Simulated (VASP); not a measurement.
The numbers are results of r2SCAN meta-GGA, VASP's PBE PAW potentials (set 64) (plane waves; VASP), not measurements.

A VASP calculation is set up with these files.

INCAR:
```
# general
SYSTEM  = BaTiO3
PREC    = Accurate
ENCUT   = 520
LREAL   = .False.
LASPH   = .True.

# electronic loop
EDIFF   = 1E-6
NELM    = 100
ALGO    = Normal
LMAXMIX = 4
LMIXTAU = .True.

# smearing
ISMEAR  = 0
SIGMA   = 0.05

# functional
METAGGA = R2SCAN

# ions
IBRION  = 2
NSW     = 60
ISIF    = 3
EDIFFG  = -0.02

# output
LWAVE   = .False.
LCHARG  = .False.
```

POSCAR:
```
BaTiO3
1
    3.9643769711     0.0000000000     0.0000000000
    0.0000000000     3.9643769711    -0.0000000000
    0.0000000000    -0.0000000000     4.0827854014
Ba Ti O
1 1 3
Direct
  1.0000000000   0.0000000000   0.0034375005
  0.5000000000   0.5000000000   0.5215192815
  0.5000000000   0.5000000000   0.9712799965
  1.0000000000   0.5000000000   0.4838816107
  0.5000000000   1.0000000000   0.4838816107
```

KPOINTS:
```
Automatic mesh
0
Gamma
5 5 5
0 0 0
```

POTCAR, in this order: Ba_sv Ti_sv O (PBE.64 set). Program: vasp_std.

Output

### OUTCAR
```
 ion  position               nearest neighbor table
   1  0.000  0.000  0.003-   4 2.79   5 2.79   4 2.79   5 2.79   3 2.81   3 2.81   3 2.81   3 2.81
                             4 2.90   5 2.90   5 2.90   4 2.90   2 3.42   2 3.42   2 3.42   2 3.42
   2  0.500  0.500  0.522-   3 1.84   4 1.99   5 1.99   5 1.99   4 1.99   3 2.25   1 3.42   1 3.42
                             1 3.42   1 3.42   1 3.51   1 3.51   1 3.51   1 3.51
   3  0.500  0.500  0.971-   2 1.84   2 2.25   1 2.81   1 2.81   1 2.81   1 2.81
   4  0.000  0.500  0.484-   2 1.99   2 1.99   1 2.79   1 2.79   1 2.90   1 2.90
   5  0.500  0.000  0.484-   2 1.99   2 1.99   1 2.79   1 2.79   1 2.90   1 2.90
  LATTYP: Found a simple tetragonal cell.
 ALAT       =     3.9643769711
 C/A-ratio  =     1.0298681057
 Subroutine PRICEL returns:
 Original cell was already a primitive cell.
 Subroutine GETGRP returns: Found  8 space group operations
The static configuration has the point symmetry C_4v.
The dynamic configuration has the point symmetry C_4v.
 Subroutine INISYM returns: Found  8 space group operations
 Subroutine IBZKPT returns following result:
 Found     18 irreducible k-points:

 Following reciprocal coordinates:
            Coordinates               Weight
  0.000000  0.000000  0.000000      1.000000
  0.200000  0.000000  0.000000      4.000000
  0.400000  0.000000  0.000000      4.000000
  0.200000  0.200000  0.000000      4.000000
  0.400000  0.200000  0.000000      8.000000
  0.400000  0.400000  0.000000      4.000000
  0.000000  0.000000  0.200000      2.000000
  0.200000  0.000000  0.200000      8.000000
  0.400000  0.000000  0.200000      8.000000
  0.200000  0.200000  0.200000      8.000000
  0.400000  0.200000  0.200000     16.000000
  0.400000  0.400000  0.200000      8.000000
  0.000000  0.000000  0.400000      2.000000
  0.200000  0.000000  0.400000      8.000000
  0.400000  0.000000  0.400000      8.000000
  0.200000  0.200000  0.400000      8.000000
  0.400000  0.200000  0.400000     16.000000
  0.400000  0.400000  0.400000      8.000000
   k-points           NKPTS =     18   k-points in BZ     NKDIM =     18   number of bands    NBANDS=     24
   number of dos      NEDOS =    301   number of ions     NIONS =      5
   total plane-waves  NPLWV =  27000
   dimension x,y,z NGX =    30 NGY =   30 NGZ =   30
   dimension x,y,z NGXF=    60 NGYF=   60 NGZF=   60
   ions per type =               1   1   3
   PREC   = accura    normal or accurate (medium, high low for compatibility)
   ISTART =      0    job   : 0-new  1-cont  2-samecut
   ICHARG =      2    charge: 1-file 2-atom 10-const
   ISPIN  =      1    spin polarized calculation?
   LNONCOLLINEAR =      F non collinear calculations
   LSORBIT =      F    spin-orbit coupling
   INIWAV =      1    electr: 0-lowe 1-rand  2-diag
   ENCUT  =  520.0 eV  38.22 Ry    6.18 a.u.   7.37  7.37  7.59*2*pi/ulx,y,z
   NELM   =    100;   NELMIN=  2; NELMDL= -5     # of ELM steps
   EDIFF  = 0.1E-05   stopping-criterion for ELM
   LREAL  =      F    real-space projection
   NLSPLINE    = F    spline interpolate recip. space projectors
   LMAXMIX     =    4 max onsite mixed and CHGCAR
   VOSKOWN=      0    Vosko Wilk Nusair interpolation
   EDIFFG = -.2E-01   stopping-criterion for IOM
   NSW    =     60    number of steps for IOM
   NBLOCK =      1;   KBLOCK =     60    inner block; outer block
   IBRION =      2    ionic relax: 0-MD 1-quasi-New 2-CG
   NFREE  =      1    steps in history (QN), initial steepest desc. (CG)
   ISIF   =      3    stress and relaxation
   ISYM   =      2    0-nonsym 1-usesym 2-fastsym
   TEIN   =    0.0    initial temperature
   TEBEG  =    0.0;   TEEND  =   0.0 temperature during run
   SMASS  =  -3.00    Nose mass-parameter (am)
   PSTRESS=    0.0 pullay stress
   NELECT =      40.0000    total number of electrons
   EFERMI =   0.00;   METHOD = LEGACY
   ISMEAR =     0;   SIGMA  =   0.05  broadening in eV -4-tet -1-fermi 0-gaus
   IALGO  =     38    algorithm
...
```

**OSZICAR**
```
       N       E                     dE             d eps       ncg     rms          rms(c)
DAV:   1     0.420500266445E+03    0.42050E+03   -0.22098E+04   864   0.186E+03
DAV:   2    -0.461275957514E+02   -0.46663E+03   -0.45975E+03  1048   0.499E+02
DAV:   3    -0.947063405591E+02   -0.48579E+02   -0.47450E+02  1304   0.150E+02
DAV:   4    -0.969160366473E+02   -0.22097E+01   -0.22084E+01  1224   0.290E+01
DAV:   5    -0.970001795525E+02   -0.84143E-01   -0.84137E-01  1224   0.434E+00    0.242E+01
DAV:   6    -0.748129403005E+02    0.22187E+02   -0.50820E+01  1336   0.812E+01    0.747E+00
DAV:   7    -0.734340167377E+02    0.13789E+01   -0.51530E+00  1008   0.157E+01    0.456E+00
DAV:   8    -0.765520891566E+02   -0.31181E+01   -0.18368E+00  1080   0.117E+01    0.213E+00
DAV:   9    -0.739137402514E+02    0.26383E+01   -0.14201E+00   920   0.940E+00    0.101E+00
DAV:  10    -0.742462338584E+02   -0.33249E+00   -0.33138E-01  1056   0.471E+00    0.554E-01
DAV:  11    -0.740765228921E+02    0.16971E+00   -0.85573E-02   992   0.271E+00    0.303E-01
DAV:  12    -0.742402159032E+02   -0.16369E+00   -0.77805E-02   912   0.254E+00    0.115E-01
DAV:  13    -0.742490132952E+02   -0.87974E-02   -0.52835E-03  1136   0.725E-01    0.744E-02
DAV:  14    -0.742481963656E+02    0.81693E-03   -0.18754E-03   984   0.451E-01    0.398E-02
DAV:  15    -0.742495501046E+02   -0.13537E-02   -0.48492E-04   896   0.244E-01    0.330E-02
DAV:  16    -0.742497430541E+02   -0.19295E-03   -0.15300E-04  1192   0.107E-01    0.122E-02
DAV:  17    -0.742497915231E+02   -0.48469E-04   -0.49042E-05  1064   0.692E-02    0.130E-02
DAV:  18    -0.742497781783E+02    0.13345E-04   -0.84351E-06   992   0.318E-02    0.652E-03
DAV:  19    -0.742497881822E+02   -0.10004E-04   -0.11520E-05   896   0.369E-02    0.538E-03
DAV:  20    -0.742497899768E+02   -0.17946E-05   -0.19625E-06   464   0.143E-02    0.271E-03
DAV:  21    -0.742497904544E+02   -0.47755E-06   -0.38813E-07   480   0.644E-03
   1 F= -.74249790E+02 E0= -.74249790E+02  d E =-.742498E+02
       N       E                     dE             d eps       ncg     rms          rms(c)
DAV:   1    -0.745661468529E+02   -0.31636E+00   -0.10672E+01   976   0.357E+01    0.479E+00
DAV:   2    -0.742882427710E+02    0.27790E+00   -0.11740E+00  1024   0.104E+01    0.186E+00
DAV:   3    -0.742451021977E+02    0.43141E-01   -0.38804E-01   928   0.375E+00    0.436E-01
DAV:   4    -0.742413753337E+02    0.37269E-02   -0.66261E-02  1056   0.195E+00    0.365E-01
DAV:   5    -0.742435062457E+02   -0.21309E-02   -0.44774E-03  1256   0.596E-01    0.180E-01
DAV:   6    -0.742458095704E+02   -0.23033E-02   -0.11394E-02  1352   0.560E-01    0.187E-01
DAV:   7    -0.742457729443E+02    0.36626E-04   -0.10562E-03   872   0.312E-01    0.940E-02
DAV:   8    -0.742459401287E+02   -0.16718E-03   -0.79219E-04   904   0.280E-01    0.338E-02
DAV:   9    -0.742462063510E+02   -0.26622E-03   -0.18988E-04   976   0.136E-01    0.170E-02
DAV:  10    -0.742462033184E+02    0.30325E-05   -0.21496E-05  1160   0.355E-02    0.608E-03
DAV:  11    -0.742462053646E+02   -0.20462E-05   -0.35882E-06   944   0.190E-02    0.188E-03
DAV:  12    -0.742462050178E+02    0.34685E-06   -0.17492E-06   608   0.144E-02
   2 F= -.74246205E+02 E0= -.74246205E+02  d E =0.358544E-02
       N       E                     dE             d eps       ncg     rms          rms(c)
DAV:   1    -0.743558489449E+02   -0.10964E+00   -0.30874E+00   984   0.189E+01    0.260E+00
DAV:   2    -0.742729251431E+02    0.82924E-01   -0.32479E-01  1032   0.538E+00    0.101E+00
DAV:   3    -0.742607489636E+02    0.12176E-01   -0.10621E-01  1056   0.213E+00    0.213E-01
DAV:   4    -0.742593362216E+02    0.14127E-02   -0.13706E-02  1056   0.868E-01    0.116E-01
DAV:   5    -0.742601437662E+02   -0.80754E-03   -0.53642E-03  1400   0.558E-01    0.973E-02
DAV:   6    -0.742609340071E+02   -0.79024E-03   -0.14606E-03  1256   0.235E-01    0.103E-01
DAV:   7    -0.742609450229E+02   -0.11016E-04   -0.21074E-04   960   0.148E-01    0.468E-02
DAV:   8    -0.742610388728E+02   -0.93850E-04   -0.20154E-04   968   0.137E-01    0.165E-02
DAV:   9    -0.742610926179E+02   -0.53745E-04   -0.71667E-05   952   0.810E-02    0.757E-03
DAV:  10    -0.742611010765E+02   -0.84586E-05   -0.92921E-06  1176   0.267E-02    0.340E-03
DAV:  11    -0.742611008429E+02    0.23353E-06   -0.31458E-06   744   0.131E-02
   3 F= -.74261101E+02 E0= -.74261101E+02  d E =-.113104E-01
       N       E                     dE             d eps       ncg     rms          rms(c)
DAV:   1    -0.742619077178E+02   -0.80664E-03   -0.38643E-01   864   0.567E+00    0.236E-01
DAV:   2    -0.742621787515E+02   -0.27103E-03   -0.16629E-02  1000   0.105E+00    0.161E-01
DAV:   3    -0.742619606100E+02    0.21814E-03   -0.13288E-03  1136   0.319E-01    0.789E-02
DAV:   4    -0.742619503339E+02    0.10276E-04   -0.42772E-04  1344   0.191E-01    0.377E-02
DAV:   5    -0.742619549206E+02   -0.45866E-05   -0.48295E-05  1048   0.660E-02    0.187E-02
DAV:   6    -0.742619545561E+02    0.36442E-06   -0.12853E-05  1200   0.297E-02    0.698E-03
DAV:   7    -0.742619523759E+02    0.21802E-05   -0.76131E-06  1080   0.263E-02    0.432E-03
DAV:   8    -0.742619535025E+02   -0.11265E-05   -0.36789E-06   728   0.212E-02    0.155E-03
DAV:   9    -0.742619540881E+02   -0.58559E-06   -0.94143E-07   440   0.929E-03
   4 F= -.74261954E+02 E0= -.74261954E+02  d E =-.853245E-03
       N       E                     dE             d eps       ncg     rms          rms(c)
DAV:   1    -0.742619623191E+02   -0.88167E-05   -0.48770E-03   864   0.637E-01    0.265E-02
DAV:   2    -0.742619663130E+02   -0.39938E-05   -0.20776E-04  1000   0.118E-01    0.182E-02
DAV:   3    -0.742619637186E+02    0.25944E-05   -0.16530E-05  1144   0.354E-02    0.884E-03
DAV:   4    -0.742619637055E+02    0.13051E-07   -0.50357E-06  1088   0.210E-02
   5 F= -.74261964E+02 E0= -.74261964E+02  d E =-.862863E-03
       N       E                     dE             d eps       ncg     rms          rms(c)
DAV:   1    -0.742622787281E+02   -0.31501E-03   -0.42110E-02   864   0.174E+00    0.991E-02
DAV:   2    -0.742621955007E+02    0.83227E-04   -0.13077E-03   936   0.273E-01    0.619E-02
DAV:   3    -0.742621359922E+02    0.59509E-04   -0.27027E-04  1088   0.144E-01    0.236E-02
DAV:   4    -0.742621418690E+02   -0.58769E-05   -0.53786E-05  1104   0.669E-02    0.879E-03
DAV:   5    -0.742621415279E+02    0.34115E-06   -0.89446E-06  1016   0.251E-02
   6 F= -.74262142E+02 E0= -.74262142E+02  d E =-.177822E-03
```

**OUTCAR**
```
------------------------ aborting loop because EDIFF is reached ----------------------------------------
  FORCE on cell =-STRESS in cart. coord.  units (eV):
  Direction    XX          YY          ZZ          XY          YZ          ZX
  --------------------------------------------------------------------------------------
  Total       -0.0230899     -0.0230899      0.0910622      0.0000000     -0.0000000      0.0000000
  in kB       -0.5657424     -0.5657424      2.2311828      0.0000000     -0.0000000      0.0000000
  external PRESSURE =       0.3665660 kB  Pullay stress =       0.0000000 kB
  volume of cell :       65.39
      direct lattice vectors                 reciprocal lattice vectors
     3.990741528  0.000000000  0.000000000     0.250579997  0.000000000  0.000000000
     0.000000000  3.990741528 -0.000000000     0.000000000  0.250579997 -0.000000000
     0.000000000  0.000000000  4.105879514     0.000000000  0.000000000  0.243553177
 POSITION                                       TOTAL-FORCE (eV/Angst)
 -----------------------------------------------------------------------------------
      0.00000      0.00000      0.01415         0.000000      0.000000      0.005147
      1.99537      1.99537      2.14132         0.000000      0.000000      0.008781
      1.99537      1.99537      3.97955         0.000000     -0.000000     -0.012689
      3.99074      1.99537      1.99093        -0.000000     -0.000000     -0.000619
      1.99537      0.00000      1.99093         0.000000     -0.000000     -0.000619
 -----------------------------------------------------------------------------------
    total drift:                                0.000000      0.000000      0.014380
  FREE ENERGIE OF THE ION-ELECTRON SYSTEM (eV)
  ---------------------------------------------------
  free  energy   TOTEN  =       -74.2621415279 eV

  energy  without entropy=      -74.2621415279  energy(sigma->0) =      -74.26214153

 reached required accuracy - stopping structural energy minimisation
```
(Selected blocks of OUTCAR.)

**CONTCAR**
```
BaTiO3
   1.00000000000000
     3.9907415280933227    0.0000000000000000    0.0000000000000000
     0.0000000000000000    3.9907415280933227   -0.0000000000000000
     0.0000000000000000    0.0000000000000000    4.1058795140290227
  Ba              Ti              O
     1     1     3
Direct
     0.0000000000000000    0.0000000000000000    0.0034450913153360
     0.5000000000000000    0.5000000000000000    0.5215258005039994
     0.5000000000000000    0.5000000000000000    0.9692324267623820
     1.0000000000000000    0.5000000000000000    0.4848983406591433
     0.5000000000000000    0.0000000000000000    0.4848983406591433
```

The compound is BaTiO3 in the tetragonal perovskite structure. This run relaxes it. Symmetry was kept, so distortions that lower it aren't found. The start is the result of an earlier pass.
